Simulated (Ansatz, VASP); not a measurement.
# PtAu (Au-Pt stack, (111) layers) in two plane-wave programs, part 2 of 2

Aim: how closely do two programs agree when they are given the same cell, functional and k mesh? The cell is taken from a series of runs on this material, whose earlier steps may have relaxed, scaled, displaced or heated it; both programs get it as it stands.

VASP 6.6.1 and Ansatz 0.2.0.

So far: The structure; Ansatz: zone-centre phonons, PBEsol.

### Step 3. VASP: zone-centre phonons, PBEsol

Level of this step: PBEsol; plane waves and PAW (Au, Pt) (VASP).

The same cell, functional, mesh and smearing now go to VASP, with its own data sets.

Lines of VASP's logs that name or quote its potential files are left out, and so is its time.

INCAR

```
SYSTEM = PtAu
PREC = Accurate
ENCUT = 500
EDIFF = 1E-08
NELM = 120
ISMEAR = -1
SIGMA = 0.1
LREAL = .FALSE.
ALGO = Normal
GGA = PS
NBANDS = 16
LASPH = .TRUE.
LORBIT = 11
LWAVE = .FALSE.
LCHARG = .FALSE.
ISIF = 2
IBRION = 8
GGA_COMPAT = .FALSE.
NELMDL = -8
KPAR = 2
```

POSCAR

```
PtAu
1.0
    2.6945975276      0.0000000000      0.0000000000
   -1.3472987638      2.3335899119      0.0000000000
    0.0000000000      0.0000000000     28.3264248055
Au Pt
1 1
Direct
    0.0000000000      0.0000000000      0.1903350289
    0.3333333333      0.6666666667      0.2778924333
```

KPOINTS

```
Automatic mesh
0
Gamma
24 24 1
0 0 0
```

The projector-augmented-wave data sets are Au and Pt (PBE family, release 64).

Command:

```bash
$ mpirun -np 2 vasp_std
```

Numbers of over 12 decimals in the logs are rounded to 6 here.

Log:

```text
[banner, memory and clock lines left out]
running    2 mpi-ranks, on    1 nodes
 distrk:  each k-point on    1 cores,    2 groups
 distr:  one band on    1 cores,    1 groups

 POSCAR found type information on POSCAR AuPt
 POSCAR found :  2 types and       2 ions
|                                                                             |
|               ----> ADVICE to this user running VASP <----                  |
|                                                                             |
|     You enforced a specific xc type in the INCAR file but a different       |
|     [... a line on the potential file left out ...]
|     I HOPE YOU KNOW WHAT YOU ARE DOING!                                     |
|                                                                             |

 LDA part: xc-table for (Slater+PW92), standard interpolation
 POSCAR, INCAR and KPOINTS ok, starting setup
 FFT: planning ... GRIDC
 FFT: planning ... GRID_SOFT
 FFT: planning ... GRID
 WAVECAR not read
 entering main loop
       N       E                     dE             d eps       ncg     rms          rms(c)
DAV:   1     0.138128696597E+03    0.13813E+03   -0.74379E+03  1952   0.941E+02
DAV:   2    -0.523472315184E+01   -0.14336E+03   -0.13478E+03  2792   0.189E+02
DAV:   3    -0.105609876233E+02   -0.53263E+01   -0.52345E+01  2272   0.450E+01
DAV:   4    -0.106188786615E+02   -0.57891E-01   -0.57856E-01  2880   0.491E+00
DAV:   5    -0.106196610443E+02   -0.78238E-03   -0.78237E-03  2616   0.482E-01
DAV:   6    -0.106196883815E+02   -0.27337E-04   -0.27337E-04  3088   0.747E-02
DAV:   7    -0.106196890453E+02   -0.66372E-06   -0.66371E-06  2752   0.797E-03
DAV:   8    -0.106196890872E+02   -0.41899E-07   -0.41678E-07  2680   0.154E-03    0.138E+01
DAV:   9    -0.100329155515E+02    0.58677E+00   -0.49544E+00  2592   0.210E+01    0.102E+01
DAV:  10    -0.104665103557E+02   -0.43359E+00   -0.71326E+00  2624   0.241E+01    0.834E+00
DAV:  11    -0.985980151308E+01    0.60671E+00   -0.78702E+00  2584   0.243E+01    0.271E+00
DAV:  12    -0.981978636893E+01    0.40015E-01   -0.19735E-01  2360   0.404E+00    0.119E+00
DAV:  13    -0.980026085497E+01    0.19526E-01   -0.81967E-02  2384   0.270E+00    0.332E-01
DAV:  14    -0.979991434851E+01    0.34651E-03   -0.10417E-02  2752   0.867E-01    0.145E-01
[...]
DAV:  24    -0.979972370116E+01   -0.83472E-06   -0.49463E-08  2176   0.124E-03    0.400E-04
DAV:  25    -0.979972390797E+01   -0.20680E-06   -0.30077E-09  2080   0.438E-04    0.217E-04
DAV:  26    -0.979972416139E+01   -0.25342E-06   -0.11997E-08  2056   0.853E-04    0.167E-04
DAV:  27    -0.979972424835E+01   -0.86959E-07   -0.16994E-09  1944   0.204E-04    0.117E-04
DAV:  28    -0.979972432292E+01   -0.74576E-07   -0.17197E-09  1976   0.301E-04    0.277E-05
DAV:  29    -0.979972436050E+01   -0.37581E-07   -0.37199E-10  1968   0.716E-05    0.137E-05
DAV:  30    -0.979972439171E+01   -0.31205E-07   -0.48642E-10  1880   0.545E-05    0.123E-05
DAV:  31    -0.979972440058E+01   -0.88748E-08   -0.56540E-11  2120   0.324E-05
   1 F= -.97997244E+01 E0= -.97719579E+01  d E =-.555330E-01
 Linear response reoptimize wavefunctions to high precision
DAV:   1    -0.979972440415E+01   -0.35641E-08   -0.19801E-11  2136   0.241E-05
DAV:   2    -0.979972440414E+01    0.54570E-11    0.89052E-12  1752   0.497E-06
 Linear response DOF=           4
 Linear response progress:
  Degree of freedom:   1/  4
       N       E                     dE             d eps       ncg     rms          rms(c)
RMM:   1    -0.263971645104E+00   -0.26397E+00   -0.23045E-01 15680   0.365E+00
RMM:   2    -0.262987319465E+00    0.98433E-03   -0.29942E-03 14194   0.408E-01    0.875E-02
RMM:   3    -0.262268801528E+00    0.71852E-03   -0.24920E-04 14625   0.104E-01    0.452E-02
RMM:   4    -0.261689540013E+00    0.57926E-03   -0.37316E-04 15374   0.110E-01    0.119E-02
RMM:   5    -0.261641787219E+00    0.47753E-04   -0.91014E-06 15253   0.220E-02    0.662E-03
RMM:   6    -0.261492355471E+00    0.14943E-03   -0.37150E-07 15713   0.469E-03    0.602E-04
RMM:   7    -0.261491834820E+00    0.52065E-06   -0.54690E-08 15982   0.136E-03    0.305E-04
RMM:   8    -0.261491306466E+00    0.52835E-06   -0.29060E-09 16116   0.389E-04    0.160E-04
RMM:   9    -0.261488984707E+00    0.23218E-05   -0.10284E-09 15966   0.254E-04    0.451E-05
RMM:  10    -0.261488955264E+00    0.29443E-07   -0.46643E-09 16007   0.749E-05    0.707E-06
RMM:  11    -0.261488926276E+00    0.28987E-07   -0.99924E-10 16395   0.294E-05    0.415E-06
RMM:  12    -0.261488931844E+00   -0.55676E-08   -0.12266E-09 16407   0.158E-05    0.787E-07
 first order change of Fermi-energy   0.77937E-04
 force on displaced ion       1 direction 1 :  -0.271  -0.000   0.000
 Linear response progress:
  Degree of freedom:   2/  4
       N       E                     dE             d eps       ncg     rms          rms(c)
RMM:   1    -0.368211687863E+00   -0.36821E+00   -0.25906E-01  3354   0.393E+00
RMM:   2    -0.365844628527E+00    0.23671E-02   -0.49171E-03  2991   0.498E-01    0.214E-01
RMM:   3    -0.365643729683E+00    0.20090E-03   -0.69345E-04  3213   0.161E-01    0.135E-01
RMM:   4    -0.365882126577E+00   -0.23840E-03   -0.48741E-04  3361   0.136E-01    0.502E-02
RMM:   5    -0.366006745571E+00   -0.12462E-03   -0.10535E-04  3343   0.608E-02    0.368E-02
RMM:   6    -0.365887180484E+00    0.11957E-03   -0.28156E-05  3303   0.337E-02    0.824E-03
RMM:   7    -0.365831368170E+00    0.55812E-04   -0.10497E-06  3351   0.732E-03    0.207E-03
RMM:   8    -0.365808192152E+00    0.23176E-04   -0.23443E-07  3310   0.290E-03    0.350E-04
RMM:   9    -0.365806006817E+00    0.21853E-05   -0.98587E-09  3398   0.667E-04    0.124E-04
RMM:  10    -0.365804408763E+00    0.15981E-05   -0.12933E-09  3387   0.214E-04    0.428E-05
RMM:  11    -0.365803351939E+00    0.10568E-05   -0.57732E-10  3436   0.999E-05    0.238E-05
RMM:  12    -0.365802953956E+00    0.39798E-06   -0.79535E-10  3543   0.902E-05    0.143E-05
RMM:  13    -0.365802651449E+00    0.30251E-06    0.97223E-10  3555   0.612E-05    0.118E-05
RMM:  14    -0.365802679373E+00   -0.27924E-07    0.19603E-09  3552   0.411E-05    0.544E-06
RMM:  15    -0.365802641897E+00    0.37476E-07    0.33559E-09  3546   0.226E-05    0.389E-06
RMM:  16    -0.365802635686E+00    0.62115E-08   -0.17179E-09  3433   0.236E-05    0.200E-06
 first order change of Fermi-energy   0.81854E+00
 force on displaced ion       1 direction 3 :   0.000   0.000  -3.418
 Linear response progress:
  Degree of freedom:   3/  4
       N       E                     dE             d eps       ncg     rms          rms(c)
RMM:   1    -0.223475195364E+00   -0.22348E+00   -0.21045E-01 15679   0.316E+00
RMM:   2    -0.223741296933E+00   -0.26610E-03   -0.30699E-03 14158   0.388E-01    0.107E-01
RMM:   3    -0.222923723641E+00    0.81757E-03   -0.22003E-04 14470   0.998E-02    0.594E-02
RMM:   4    -0.222209911411E+00    0.71381E-03   -0.43164E-04 15141   0.113E-01    0.138E-02
RMM:   5    -0.222199807647E+00    0.10104E-04   -0.69662E-06 15025   0.207E-02    0.108E-02
RMM:   6    -0.222085711543E+00    0.11410E-03   -0.69286E-06 15331   0.154E-02    0.122E-03
RMM:   7    -0.222087381327E+00   -0.16698E-05   -0.98134E-08 15833   0.253E-03    0.857E-04
RMM:   8    -0.222088242672E+00   -0.86135E-06    0.55035E-09 15933   0.509E-04    0.591E-04
RMM:   9    -0.222091729698E+00   -0.34870E-05   -0.31062E-08 15702   0.131E-03    0.272E-04
RMM:  10    -0.222090592652E+00    0.11370E-05    0.73413E-08 15684   0.344E-04    0.108E-04
RMM:  11    -0.222090026543E+00    0.56611E-06   -0.11106E-07 15963   0.172E-04    0.225E-05
RMM:  12    -0.222089864185E+00    0.16236E-06    0.17269E-07 16749   0.514E-05    0.735E-06
RMM:  13    -0.222089808088E+00    0.56097E-07   -0.54954E-08 16053   0.332E-05    0.610E-06
RMM:  14    -0.222089830953E+00   -0.22865E-07   -0.64666E-08 15519   0.193E-05    0.205E-06
RMM:  15    -0.222089842318E+00   -0.11365E-07   -0.85778E-09 15241   0.148E-05    0.597E-07
RMM:  16    -0.222089847393E+00   -0.50742E-08    0.97664E-11 13532   0.135E-05    0.131E-07
 first order change of Fermi-energy   0.87623E-04
 force on displaced ion       2 direction 1 :  -0.283  -0.000   0.000
 Linear response progress:
  Degree of freedom:   4/  4
       N       E                     dE             d eps       ncg     rms          rms(c)
RMM:   1    -0.336087678839E+00   -0.33609E+00   -0.24539E-01  3328   0.341E+00
RMM:   2    -0.335335239074E+00    0.75244E-03   -0.43307E-03  2993   0.455E-01    0.262E-01
RMM:   3    -0.335243484445E+00    0.91755E-04   -0.68388E-04  3210   0.158E-01    0.157E-01
RMM:   4    -0.335941925162E+00   -0.69844E-03   -0.65697E-04  3340   0.148E-01    0.101E-01
RMM:   5    -0.335891129008E+00    0.50796E-04   -0.17697E-04  3325   0.798E-02    0.205E-02
RMM:   6    -0.335789225764E+00    0.10190E-03   -0.17625E-05  3262   0.237E-02    0.134E-02
RMM:   7    -0.335698065156E+00    0.91161E-04   -0.27555E-06  3350   0.115E-02    0.165E-03
RMM:   8    -0.335677653616E+00    0.20412E-04   -0.13049E-07  3358   0.229E-03    0.540E-04
RMM:   9    -0.335673563556E+00    0.40901E-05   -0.18196E-08  3360   0.797E-04    0.239E-04
RMM:  10    -0.335669577214E+00    0.39863E-05   -0.58899E-09  3370   0.377E-04    0.804E-05
RMM:  11    -0.335669615104E+00   -0.37890E-07   -0.19642E-09  3373   0.165E-04    0.356E-05
RMM:  12    -0.335669063231E+00    0.55187E-06   -0.42879E-09  3550   0.161E-04    0.346E-05
RMM:  13    -0.335668715076E+00    0.34815E-06   -0.18349E-09  3541   0.662E-05    0.130E-05
RMM:  14    -0.335668534315E+00    0.18076E-06   -0.52907E-09  3586   0.697E-05    0.612E-06
RMM:  15    -0.335668571465E+00   -0.37149E-07   -0.22034E-08  3571   0.307E-05    0.470E-06
RMM:  16    -0.335668568185E+00    0.32800E-08   -0.27393E-09  3519   0.303E-05    0.275E-06
 first order change of Fermi-energy  -0.81922E+00
 force on displaced ion       2 direction 3 :   0.000   0.000  -3.426
 Linear response finished
```

OUTCAR, selected parts (step 3):

```text
ion  position               nearest neighbor table
   1  0.000  0.000  0.190-   2 2.93   2 2.93   2 2.93
   2  0.333  0.667  0.278-   1 2.93   1 2.93   1 2.93

  LATTYP: Found a hexagonal cell.
 ALAT       =     2.6945975276
 C/A-ratio  =    10.5123026780

 Subroutine GETGRP returns: Found  6 space group operations
 (whereof  6 operations were pure point group operations)

The static configuration has the point symmetry C_3v.

 Found     61 irreducible k-points:

   k-points           NKPTS =     61   k-points in BZ     NKDIM =     61   number of bands    NBANDS=     16

   dimension x,y,z NGX =    20 NGY =   20 NGZ =  210
   dimension x,y,z NGXF=    40 NGYF=   40 NGZF=  420

   ENCUT  =  500.0 eV  36.75 Ry    6.06 a.u.   4.91  4.91 51.65*2*pi/ulx,y,z

   NELECT =      21.0000    total number of electrons

 k-points in reciprocal lattice and weights: Automatic mesh
   0.00000000  0.00000000  0.00000000       0.002
   0.04166667 -0.00000000  0.00000000       0.010
   0.08333333  0.00000000  0.00000000       0.010
   0.12500000  0.00000000  0.00000000       0.010
   0.16666667  0.00000000  0.00000000       0.010
   0.20833333 -0.00000000  0.00000000       0.010
   0.25000000  0.00000000  0.00000000       0.010
   0.29166667  0.00000000  0.00000000       0.010
   0.33333333  0.00000000  0.00000000       0.010
[...]
0.33333333  0.29166667  0.00000000       0.021
   0.33333333  0.33333333  0.00000000       0.003

 average (electrostatic) potential at core
       1 -75.9374       2 -76.2286

  Total       -0.0584563     -0.0584563     -0.1080345      0.0000000      0.0000000     -0.0000000
  in kB       -0.5258133     -0.5258133     -0.9717689      0.0000000      0.0000000     -0.0000000
  external PRESSURE =      -0.6744651 kB  Pullay stress =       0.0000000 kB

  energy-cutoff  :      500.00
  volume of cell :      178.12
      direct lattice vectors                 reciprocal lattice vectors
     2.694597528  0.000000000  0.000000000     0.371112936  0.214262154  0.000000000
    -1.347298764  2.333589912  0.000000000     0.000000000  0.428524307  0.000000000
     0.000000000  0.000000000 28.326424806     0.000000000  0.000000000  0.035302726

 POSITION                                       TOTAL-FORCE (eV/Angst)
 -----------------------------------------------------------------------------------
      0.00000      0.00000      5.39151        -0.000000      0.000000      0.033455
     -0.00000      1.55573      7.87170         0.000000      0.000000     -0.033455
 -----------------------------------------------------------------------------------
    total drift:                                0.000000     -0.000000      0.000013

 Eigenvectors and eigenvalues of the dynamical matrix
 ----------------------------------------------------

   1 f  =    2.921104 THz    18.353835 2PiTHz   97.437528 cm-1    12.080708 meV
             X         Y         Z           dx          dy          dz
      0.000000  0.000000  5.391511     0.000000    0.000000   -0.705007
     -0.000000  1.555727  7.871699     0.000000    0.000000    0.709201

   2 f  =    0.831798 THz     5.226339 2PiTHz   27.745784 cm-1     3.440037 meV
             X         Y         Z           dx          dy          dz
      0.000000  0.000000  5.391511    -0.000000    0.697815    0.000000
     -0.000000  1.555727  7.871699     0.000000   -0.716278    0.000000

   3 f  =    0.831798 THz     5.226339 2PiTHz   27.745784 cm-1     3.440037 meV
             X         Y         Z           dx          dy          dz
      0.000000  0.000000  5.391511    -0.697815    0.000000    0.000000
     -0.000000  1.555727  7.871699     0.716278    0.000000    0.000000

   4 f/i=    0.001637 THz     0.010283 2PiTHz    0.054592 cm-1     0.006769 meV
             X         Y         Z           dx          dy          dz
      0.000000  0.000000  5.391511     0.000000    0.000000    0.709201
     -0.000000  1.555727  7.871699     0.000000    0.000000    0.705007

   5 f/i=    0.008860 THz     0.055667 2PiTHz    0.295529 cm-1     0.036641 meV
             X         Y         Z           dx          dy          dz
      0.000000  0.000000  5.391511    -0.716184    0.011640    0.000000
     -0.000000  1.555727  7.871699    -0.697722    0.011340    0.000000

   6 f/i=    0.008860 THz     0.055667 2PiTHz    0.295529 cm-1     0.036641 meV
             X         Y         Z           dx          dy          dz
      0.000000  0.000000  5.391511     0.011640    0.716184    0.000000
     -0.000000  1.555727  7.871699     0.011340    0.697722    0.000000

 ELASTIC MODULI CONTR FROM IONIC RELAXATION (kBar)
 Direction    XX          YY          ZZ          XY          YZ          ZX
 --------------------------------------------------------------------------------
 XX        -115.6276   -115.5927   -148.3796     -0.0000     -0.0428      0.0000
 YY        -115.5927   -115.6276   -148.3796     -0.0000      0.0428      0.0000
 ZZ        -148.3796   -148.3796   -190.4375      0.0000      0.0000      0.0000
 XY          -0.0000     -0.0000      0.0000     -0.0175     -0.0000      0.4964
 YZ          -0.0428      0.0428      0.0000     -0.0000     -0.1050      0.0000
 ZX           0.0000      0.0000      0.0000      0.4964      0.0000    -14.1153
 --------------------------------------------------------------------------------
```

### Step 4. Comparison

Known differences besides the potentials themselves: Ansatz cuts the interaction across the vacuum, VASP repeats the sheet without a dipole correction; the data sets hold 37 valence electrons in Ansatz (on its PAW soft_1 files) and 21 in VASP; the cutoff is 420 eV in Ansatz and 500 eV in VASP; Ansatz makes its cores anew for this functional, VASP keeps those of its PBE data sets. Total energies have different zeros and are not compared.

Compared:

| quantity | Ansatz | VASP | difference |
| --- | --- | --- | --- |
| optical mode 1 to 2 (cm⁻¹) | 28.0 | 27.7 | +0.3 |
| optical mode 3 (cm⁻¹) | 97.3 | 97.4 | -0.15 % |

Modes are paired by rising frequency, not by their patterns, so a pair may set unlike modes beside each other; they are those without the splitting of longitudinal modes. Where the cell holds vacuum, a pressure given here is an average over it and none of the material.

### Step 5. Summary of results

- r.m.s. difference of the optical zone-centre modes, each program's sorted by frequency (zone-centre phonons, PBEsol): 0.25 cm⁻¹

In words: The r.m.s. difference of the optical zone-centre modes, each program's sorted by frequency is 0.25 cm⁻¹ (zone-centre phonons, PBEsol). The data sets hold unlike numbers of valence electrons (37 in Ansatz and 21 in VASP), so part of the differences may come from the potentials. Such differences can come from data sets, numerical settings and the points named under the comparisons, not from the functional's error against experiment.

[Lines on the potential files, build, host, timing and source positions are cut from VASP's logs without a mark.]

[Logs are printed without paths, hosts, clocks, repeated set-up lines and the standing remarks that a program may print on its own settings, such as how far it seeks lower states.]

[Hosts, paths, dates, database ids (printed as entryN), source tags and the programs' standing remarks are cut or masked in the printed files.]
